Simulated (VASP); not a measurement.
```
CELL_PARAMETERS angstrom
     -0.00341     6.41383     6.41715
      6.41383    -0.00341     6.41715
      3.20521     3.20521     0.00000
ATOMIC_POSITIONS crystal
  In 0.99935 0.99935 0.00131
  In 0.98595 0.50551 0.00854
  In 0.50551 0.98595 0.00854
  In 0.50875 0.50875 0.98251
  Sb 0.12581 0.12581 0.24837
  Sb 0.12616 0.62373 0.25011
  Sb 0.62373 0.12616 0.25011
  As 0.62474 0.62474 0.25051
```

Method: PBEsol GGA, VASP's PBE PAW potentials (set 64) (plane waves; VASP). Run with 400 eV cut-off, 5×5×9 Γ-centred mesh, tetrahedra with Blöchl corrections, potentials In_d Sb As.

### Question
The job: In₄AsSb₃ (ordered alloy cell), 8 atoms, PBEsol, static run, 400 eV, 5×5×9 Γ-centred mesh. Roughly how much core time does it take on a busy server core?

### Answer
About 7 core-minutes (one run on a shared machine, a rough figure). It had 69 irreducible k-points, 43 bands, up to 4834 plane waves and 17 electronic steps.

The structure was generated: In4AsSb3 was put into an ordered model structure (Amm2), which need not be its known phase. It was relaxed first.
